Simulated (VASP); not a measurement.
These are PBE GGA, VASP's PBE PAW potentials (set 64) (plane waves; VASP) values and carry that method's errors.

A VASP calculation is set up with these files.

### KPOINTS
```
Automatic mesh
0
G
  9 9 9
```

INCAR:
```
ALGO = Normal
EDIFF = 1E-6
EDIFFG = -0.01
ENCUT = 530
GGA = PE
IBRION = 2
ISIF = 3
ISMEAR = 0
LASPH = .TRUE.
LCHARG = .FALSE.
LMAXMIX = 4
LREAL = .FALSE.
LWAVE = .FALSE.
NELM = 100
NSW = 60
PREC = Accurate
SIGMA = 0.05
SYSTEM = GaN
```

File POSCAR:
```
GaN
1.0
  0.0000000000   2.2600000000   2.2600000000
  2.2600000000   0.0000000000   2.2600000000
  2.2600000000   2.2600000000   0.0000000000
Ga N
1 1
Cartesian
  0.0000000000   0.0000000000   0.0000000000
  3.3900000000   3.3900000000   3.3900000000
```

POTCAR, in this order: Ga_d N (PBE.64 set). Program: vasp_std.

Output of the run:

**OSZICAR**
```
       N       E                     dE             d eps       ncg     rms          rms(c)
DAV:   1     0.893024528644E+02    0.89302E+02   -0.10072E+04   994   0.252E+03
DAV:   2    -0.663085759302E+01   -0.95933E+02   -0.90223E+02  1045   0.370E+02
DAV:   3    -0.140129204555E+02   -0.73821E+01   -0.73355E+01  1015   0.910E+01
DAV:   4    -0.141333318718E+02   -0.12041E+00   -0.12036E+00  1102   0.128E+01
DAV:   5    -0.141352643898E+02   -0.19325E-02   -0.19325E-02  1011   0.143E+00    0.769E+00
DAV:   6    -0.121458514341E+02    0.19894E+01   -0.59914E+00  1395   0.485E+01    0.267E+00
DAV:   7    -0.121571883490E+02   -0.11337E-01   -0.35392E-01   915   0.812E+00    0.177E+00
DAV:   8    -0.121534954551E+02    0.36929E-02   -0.71388E-02  1028   0.443E+00    0.813E-01
DAV:   9    -0.121481296978E+02    0.53658E-02   -0.22156E-02  1367   0.375E+00    0.194E-01
DAV:  10    -0.121484760047E+02   -0.34631E-03   -0.18806E-03  1063   0.714E-01    0.794E-02
DAV:  11    -0.121483893337E+02    0.86671E-04   -0.36080E-04  1370   0.357E-01    0.132E-02
DAV:  12    -0.121483953602E+02   -0.60265E-05   -0.33004E-05   990   0.774E-02    0.931E-03
DAV:  13    -0.121483951271E+02    0.23317E-06   -0.17849E-06   868   0.128E-02
   1 F= -.12148395E+02 E0= -.12148395E+02  d E =-.121484E+02
       N       E                     dE             d eps       ncg     rms          rms(c)
DAV:   1    -0.123350188929E+02   -0.18662E+00   -0.26050E+00  1060   0.464E+01    0.260E+00
DAV:   2    -0.121914286933E+02    0.14359E+00   -0.22845E-01  1105   0.155E+01    0.119E+00
DAV:   3    -0.121542886165E+02    0.37140E-01   -0.48381E-02  1100   0.864E+00    0.272E-01
DAV:   4    -0.121500264344E+02    0.42622E-02   -0.55829E-03  1110   0.108E+00    0.482E-02
DAV:   5    -0.121498990708E+02    0.12736E-03   -0.15162E-04  1094   0.155E-01    0.225E-02
DAV:   6    -0.121499003379E+02   -0.12671E-05   -0.84844E-06  1063   0.539E-02    0.786E-03
DAV:   7    -0.121498992722E+02    0.10657E-05   -0.24361E-06   767   0.264E-02    0.364E-03
DAV:   8    -0.121498992190E+02    0.53159E-07   -0.42799E-07   460   0.140E-02
   2 F= -.12149899E+02 E0= -.12149899E+02  d E =-.150409E-02
       N       E                     dE             d eps       ncg     rms          rms(c)
DAV:   1    -0.121924348807E+02   -0.42536E-01   -0.52563E-01  1080   0.200E+01    0.121E+00
DAV:   2    -0.121615185651E+02    0.30916E-01   -0.51848E-02  1110   0.756E+00    0.541E-01
DAV:   3    -0.121541008314E+02    0.74177E-02   -0.86976E-03  1120   0.357E+00    0.137E-01
DAV:   4    -0.121531382030E+02    0.96263E-03   -0.11099E-03  1194   0.526E-01    0.101E-02
DAV:   5    -0.121531386510E+02   -0.44802E-06   -0.60273E-05  1093   0.113E-01    0.955E-03
DAV:   6    -0.121531379826E+02    0.66846E-06   -0.98730E-07   554   0.138E-02
   3 F= -.12153138E+02 E0= -.12153138E+02  d E =-.474286E-02
       N       E                     dE             d eps       ncg     rms          rms(c)
DAV:   1    -0.121533737131E+02   -0.23506E-03   -0.34577E-03  1055   0.166E+00    0.977E-02
DAV:   2    -0.121531733637E+02    0.20035E-03   -0.32972E-04  1105   0.607E-01    0.442E-02
DAV:   3    -0.121531227295E+02    0.50634E-04   -0.60036E-05  1120   0.302E-01    0.108E-02
DAV:   4    -0.121531160015E+02    0.67280E-05   -0.74044E-06  1117   0.412E-02    0.990E-04
DAV:   5    -0.121531158990E+02    0.10251E-06   -0.27948E-07   470   0.716E-03
   4 F= -.12153116E+02 E0= -.12153116E+02  d E =-.472077E-02
       N       E                     dE             d eps       ncg     rms          rms(c)
DAV:   1    -0.121531974301E+02   -0.81429E-04   -0.89170E-04  1060   0.836E-01    0.493E-02
DAV:   2    -0.121531459612E+02    0.51469E-04   -0.85054E-05  1110   0.307E-01    0.222E-02
DAV:   3    -0.121531337291E+02    0.12232E-04   -0.15266E-05  1120   0.151E-01    0.546E-03
DAV:   4    -0.121531323799E+02    0.13492E-05   -0.15257E-06   615   0.208E-02    0.581E-04
DAV:   5    -0.121531324404E+02   -0.60489E-07   -0.35074E-07   470   0.810E-03
   5 F= -.12153132E+02 E0= -.12153132E+02  d E =-.473731E-02
```

**OUTCAR**
```
------------------------ aborting loop because EDIFF is reached ----------------------------------------
  FORCE on cell =-STRESS in cart. coord.  units (eV):
  Direction    XX          YY          ZZ          XY          YZ          ZX
  --------------------------------------------------------------------------------------
  Total       -0.0162128     -0.0162128     -0.0162128     -0.0000000     -0.0000000      0.0000000
  in kB       -1.1028830     -1.1028830     -1.1028830     -0.0000000     -0.0000000      0.0000000
  external PRESSURE =      -1.1028830 kB  Pullay stress =       0.0000000 kB
  volume of cell :       23.55
      direct lattice vectors                 reciprocal lattice vectors
    -0.000000000  2.275115589  2.275115589    -0.219769054  0.219769054  0.219769054
     2.275115589 -0.000000000  2.275115589     0.219769054 -0.219769054  0.219769054
     2.275115589  2.275115589  0.000000000     0.219769054  0.219769054 -0.219769054
  FREE ENERGIE OF THE ION-ELECTRON SYSTEM (eV)
  ---------------------------------------------------
  free  energy   TOTEN  =       -12.1531324404 eV

  energy  without entropy=      -12.1531324404  energy(sigma->0) =      -12.15313244

 reached required accuracy - stopping structural energy minimisation
```
(Selected blocks of OUTCAR.)

### CONTCAR
```
GaN
   1.00000000000000
    -0.0000000000000000    2.2751155885621168    2.2751155885621168
     2.2751155885621168   -0.0000000000000000    2.2751155885621168
     2.2751155885621168    2.2751155885621168    0.0000000000000000
  Ga              N
     1     1
Direct
     0.0000000000000000    0.0000000000000000    0.0000000000000000
     0.7500000000000000    0.7500000000000000    0.7500000000000000
```

OUTCAR:
```
 val. band max:        4.9748073549   @ k =   0.0000   0.0000   0.0000

 cond. band min:       6.5144357508   @ k =   0.0000   0.0000   0.0000


 Fermi energy:         5.1834224208

 k-point     1 :       0.0000    0.0000    0.0000
  band No.  band energies     occupation
      1     -10.7183      2.00000
      2      -8.4470      2.00000
      3      -8.4470      2.00000
      4      -8.4470      2.00000
      5      -8.1553      2.00000
      6      -8.1553      2.00000
      7       4.9748      2.00000
      8       4.9748      2.00000
      9       4.9748      2.00000
     10       6.5144      0.00000
     11      15.0973      0.00000
     12      15.0973      0.00000
     13      15.0973      0.00000

 k-point     2 :       0.1111    0.0000    0.0000
  band No.  band energies     occupation
      1     -10.5922      2.00000
      2      -8.4318      2.00000
      3      -8.4318      2.00000
      4      -8.3951      2.00000
      5      -8.1566      2.00000
      6      -8.1566      2.00000
      7       3.6788      2.00000
      8       4.8495      2.00000
      9       4.8495      2.00000
     10       7.5256      0.00000
     11      14.5105      0.00000
     12      15.2867      0.00000
     13      15.2867      0.00000

 k-point     3 :       0.2222    0.0000    0.0000
  band No.  band energies     occupation
      1     -10.2957      2.00000
      2      -8.3988      2.00000
      3      -8.3988      2.00000
      4      -8.1706      2.00000
      5      -8.1536      2.00000
      6      -8.1536      2.00000
      7       1.6824      2.00000
      8       4.5547      2.00000
      9       4.5547      2.00000
     10       8.6558      0.00000
     11      13.7089      0.00000
     12      15.5422      0.00000
     13      15.5422      0.00000

 k-point     4 :       0.3333    0.0000    0.0000
  band No.  band energies     occupation
      1     -10.0331      2.00000
      2      -8.3746      2.00000
      3      -8.3746      2.00000
...
```

Energy and stress use the plane-wave basis of the starting cell.

The compound is GaN in the zinc blende structure, a metastable form; wurtzite is the usual one. This run relaxes it. Symmetry was kept, so distortions that lower it aren't found.
